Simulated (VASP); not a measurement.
Crystal: Pd.

```
Pd
1.0
     0.00000    1.93624    1.93624
     1.93624    0.00000    1.93624
     1.93624    1.93624    0.00000
Pd
1
Cartesian
  3.8725 1.9362 1.9362
```

Base run:

| Item | Value |
| --- | --- |
| Program | VASP 6.6.1 |
| Functional | PBEsol |
| Potentials or basis | VASP PAW PBE potentials, release 64 (Pd) |
| Cutoff | 520 eV |
| k mesh | 18 × 18 × 18 |
| Occupations | gaussian, width 0.5 eV |
| Spin | no spin polarisation |

Its results: band gap on the k mesh none (metal or under the smearing width); pressure 1.1 GPa.

Problem. The run is repeated on the same cell with these changes: k mesh from 18 × 18 × 18 to 28 × 28 × 28; occupations from gaussian, width 0.5 eV to gaussian, width 0.1 eV. What comes out?

Solution. Band gap on the k mesh none (metal or under the smearing width); pressure 0.1 GPa.

Caveats: the PAW data sets were made with another functional, which shifts forces and pressure a little.

Not every run made on this cell is shown here.
